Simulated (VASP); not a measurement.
These are TPSS meta-GGA, VASP's PBE PAW potentials (set 64) (plane waves; VASP 6.6.1) values and carry that method's errors.

A VASP calculation is set up with these files.

INCAR:
```
ALGO  =  Normal
EDIFF  =  1E-7
EDIFFG  =  -0.01
ENCUT  =  520
IBRION  =  2
ISIF  =  4
ISMEAR  =  1
ISPIN  =  2
LASPH  =  T
LCHARG  =  F
LMAXMIX  =  4
LMIXTAU  =  T
LORBIT  =  10
LREAL  =  F
LWAVE  =  F
MAGMOM  =  1.6 1.6
METAGGA  =  TPSS
NELM  =  100
NSW  =  30
PREC  =  Accurate
SIGMA  =  0.1
SYSTEM  =  Co
```

**KPOINTS**
```
Automatic mesh
0
Gamma
17 17 9
0 0 0
```

File POSCAR:
```
Co
1
    1.2337594456    -2.1369342685     0.0000000000
    1.2337594456     2.1369342685     0.0000000000
    0.0000000000     0.0000000000     3.9906487369
Co
2
Direct
  0.3333330000   0.6666670000   0.2500000000
  0.6666670000   0.3333330000   0.7500000000
```

POTCAR, in this order: Co (PBE.64 set). Program: vasp_std.

Output

### OUTCAR
```
 ion  position               nearest neighbor table
   1  0.333  0.667  0.250-   2 2.45   2 2.45   2 2.45   2 2.45   2 2.45   2 2.45
   2  0.667  0.333  0.750-   1 2.45   1 2.45   1 2.45   1 2.45   1 2.45   1 2.45
  LATTYP: Found a hexagonal cell.
 ALAT       =     2.4675190855
 C/A-ratio  =     1.6172716800
 Subroutine PRICEL returns:
 Original cell was already a primitive cell.
 Subroutine GETGRP returns: Found 24 space group operations
The static configuration has the point symmetry D_3d.
 The point group associated with its full space group is D_6h.
The dynamic configuration has the point symmetry D_3d.
The overall configuration has the point symmetry D_3d.
 Subroutine INISYM returns: Found 24 space group operations
 Subroutine IBZKPT returns following result:
 Found    165 irreducible k-points:

 Following reciprocal coordinates:
            Coordinates               Weight
  0.000000  0.000000  0.000000      1.000000
  0.058824 -0.000000  0.000000      6.000000
  0.117647 -0.000000  0.000000      6.000000
  0.176471 -0.000000  0.000000      6.000000
  0.235294 -0.000000  0.000000      6.000000
  0.294118  0.000000  0.000000      6.000000
  0.352941 -0.000000  0.000000      6.000000
  0.411765  0.000000  0.000000      6.000000
  0.470588 -0.000000  0.000000      6.000000
  0.058824  0.058824  0.000000      6.000000
  0.117647  0.058824  0.000000     12.000000
  0.176471  0.058824  0.000000     12.000000
  0.235294  0.058824  0.000000     12.000000
  0.294118  0.058824  0.000000     12.000000
  0.352941  0.058824  0.000000     12.000000
  0.411765  0.058824  0.000000     12.000000
  0.470588  0.058824  0.000000      6.000000
  0.117647  0.117647  0.000000      6.000000
  0.176471  0.117647  0.000000     12.000000
  0.235294  0.117647  0.000000     12.000000
  0.294118  0.117647  0.000000     12.000000
  0.352941  0.117647  0.000000     12.000000
  0.411765  0.117647  0.000000     12.000000
  0.176471  0.176471  0.000000      6.000000
  0.235294  0.176471  0.000000     12.000000
  0.294118  0.176471  0.000000     12.000000
  0.352941  0.176471  0.000000     12.000000
  0.411765  0.176471  0.000000      6.000000
  0.235294  0.235294  0.000000      6.000000
  0.294118  0.235294  0.000000     12.000000
  0.352941  0.235294  0.000000     12.000000
  0.294118  0.294118  0.000000      6.000000
  0.352941  0.294118  0.000000      6.000000
  0.000000  0.000000  0.111111      2.000000
  0.058824 -0.000000  0.111111     12.000000
  0.117647 -0.000000  0.111111     12.000000
  0.176471 -0.000000  0.111111     12.000000
  0.235294 -0.000000  0.111111     12.000000
  0.294118  0.000000  0.111111     12.000000
  0.352941 -0.000000  0.111111     12.000000
   k-points           NKPTS =    165   k-points in BZ     NKDIM =    165   number of bands    NBANDS=     15
   number of dos      NEDOS =    301   number of ions     NIONS =      2
   total plane-waves  NPLWV =   9720
   dimension x,y,z NGX =    18 NGY =   18 NGZ =   30
   dimension x,y,z NGXF=    36 NGYF=   36 NGZF=   60
   ions per type =               2
   PREC   = accura    normal or accurate (medium, high low for compatibility)
   ISTART =      0    job   : 0-new  1-cont  2-samecut
   ICHARG =      2    charge: 1-file 2-atom 10-const
   ISPIN  =      2    spin polarized calculation?
   LNONCOLLINEAR =      F non collinear calculations
   LSORBIT =      F    spin-orbit coupling
   INIWAV =      1    electr: 0-lowe 1-rand  2-diag
   ENCUT  =  520.0 eV  38.22 Ry    6.18 a.u.   4.59  4.59  7.42*2*pi/ulx,y,z
   NELM   =    100;   NELMIN=  2; NELMDL= -5     # of ELM steps
   EDIFF  = 0.1E-06   stopping-criterion for ELM
...
```

### OSZICAR
```
       N       E                     dE             d eps       ncg     rms          rms(c)
DAV:   1     0.896751766252E+02    0.89675E+02   -0.11710E+04 10007   0.234E+03
DAV:   2    -0.164275301090E+02   -0.10610E+03   -0.98439E+02 10180   0.309E+02
DAV:   3    -0.212526207728E+02   -0.48251E+01   -0.46988E+01 12455   0.915E+01
DAV:   4    -0.213280369155E+02   -0.75416E-01   -0.75397E-01 14726   0.118E+01
DAV:   5    -0.213300830696E+02   -0.20462E-02   -0.20461E-02 14210   0.149E+00    0.160E+01
DAV:   6    -0.180843388094E+04   -0.17871E+04   -0.20730E+04 10749   0.489E+04    0.594E+00
DAV:   7    -0.296021745533E+02    0.17788E+04   -0.18899E+02 12162   0.318E+01    0.325E+00
DAV:   8    -0.296205865211E+02   -0.18412E-01   -0.11129E-01 13743   0.236E+00    0.786E-01
DAV:   9    -0.296163438031E+02    0.42427E-02   -0.42141E-02 12460   0.875E-01    0.300E-01
DAV:  10    -0.296161245078E+02    0.21930E-03   -0.15367E-03 12870   0.419E-01    0.128E-01
DAV:  11    -0.296161530723E+02   -0.28565E-04   -0.22587E-04 11142   0.182E-01    0.602E-02
DAV:  12    -0.296161351634E+02    0.17909E-04   -0.25898E-05 15385   0.607E-02    0.370E-02
DAV:  13    -0.296161389754E+02   -0.38120E-05   -0.84076E-06 11500   0.466E-02    0.121E-02
DAV:  14    -0.296161367270E+02    0.22484E-05   -0.47695E-07 12298   0.995E-03    0.272E-03
DAV:  15    -0.296161363772E+02    0.34978E-06   -0.60512E-08  6288   0.329E-03    0.197E-03
DAV:  16    -0.296161365337E+02   -0.15644E-06   -0.34422E-08  5804   0.333E-03    0.488E-04
DAV:  17    -0.296161365740E+02   -0.40334E-07   -0.61020E-09  5615   0.838E-04
   1 F= -.29616137E+02 E0= -.29616281E+02  d E =-.296161E+02  mag=     3.2450
       N       E                     dE             d eps       ncg     rms          rms(c)
DAV:   1    -0.296164068748E+02   -0.27034E-03   -0.91849E-03 11125   0.839E-01    0.101E-01
DAV:   2    -0.296162304014E+02    0.17647E-03   -0.12672E-04 13338   0.175E-01    0.509E-02
DAV:   3    -0.296161809253E+02    0.49476E-04   -0.72354E-05 11533   0.901E-02    0.140E-02
DAV:   4    -0.296161834698E+02   -0.25446E-05   -0.63489E-06 11287   0.325E-02    0.402E-03
DAV:   5    -0.296161824122E+02    0.10576E-05   -0.54449E-07 13064   0.118E-02    0.257E-03
DAV:   6    -0.296161818136E+02    0.59865E-06   -0.81803E-08  5412   0.593E-03    0.107E-03
DAV:   7    -0.296161816989E+02    0.11470E-06   -0.29843E-08  5244   0.207E-03    0.368E-04
DAV:   8    -0.296161817109E+02   -0.11966E-07   -0.99530E-09  5174   0.129E-03
   2 F= -.29616182E+02 E0= -.29616335E+02  d E =-.451368E-04  mag=     3.2432
```

OUTCAR:
```
------------------------ aborting loop because EDIFF is reached ----------------------------------------
  FORCE on cell =-STRESS in cart. coord.  units (eV):
  Direction    XX          YY          ZZ          XY          YZ          ZX
  --------------------------------------------------------------------------------------
  Total       -0.0189316     -0.0189316     -0.0133757      0.0000000      0.0000000     -0.0000000
  in kB       -1.4414598     -1.4414601     -1.0184355      0.0000000      0.0000000     -0.0000000
  external PRESSURE =      -1.3004518 kB  Pullay stress =       0.0000000 kB
  volume of cell :       21.04
      direct lattice vectors                 reciprocal lattice vectors
     1.234538349 -2.138283369  0.000000000     0.405009695 -0.233832432  0.000000000
     1.234538349  2.138283369  0.000000000     0.405009695  0.233832432  0.000000000
     0.000000000  0.000000000  3.985614711     0.000000000  0.000000000  0.250902326
 POSITION                                       TOTAL-FORCE (eV/Angst)
 -----------------------------------------------------------------------------------
      1.23454      0.71276      0.99640         0.000000      0.000000      0.000000
      1.23454     -0.71276      2.98921        -0.000000     -0.000000      0.000000
 -----------------------------------------------------------------------------------
    total drift:                               -0.000023     -0.000004     -0.000028
  FREE ENERGIE OF THE ION-ELECTRON SYSTEM (eV)
  ---------------------------------------------------
  free  energy   TOTEN  =       -29.6161817109 eV

  energy  without entropy=      -29.6166421443  energy(sigma->0) =      -29.61633519

 total charge

# of ion       s       p       d       tot
------------------------------------------
    1        0.500   0.552   7.263   8.315
    2        0.500   0.552   7.263   8.315
--------------------------------------------------
tot          0.999   1.104  14.527  16.631

 magnetization (x)

# of ion       s       p       d       tot
------------------------------------------
    1       -0.022  -0.059   1.703   1.622
    2       -0.022  -0.059   1.703   1.622
--------------------------------------------------
tot         -0.043  -0.118   3.406   3.245

 reached required accuracy - stopping structural energy minimisation
```
(Selected blocks of OUTCAR.)

CONTCAR:
```
Co
   1.00000000000000
     1.2345383488968522   -2.1382833688446352    0.0000000000000000
     1.2345383488968522    2.1382833688446352    0.0000000000000000
     0.0000000000000000    0.0000000000000000    3.9856147109697679
  Co
     2
Direct
     0.3333330000000032    0.6666669999999968    0.2500000000000000
     0.6666669999999968    0.3333330000000032    0.7500000000000000
```

The compound is Co in the hcp structure. This run relaxes it. Symmetry was kept, so distortions that lower it aren't found.
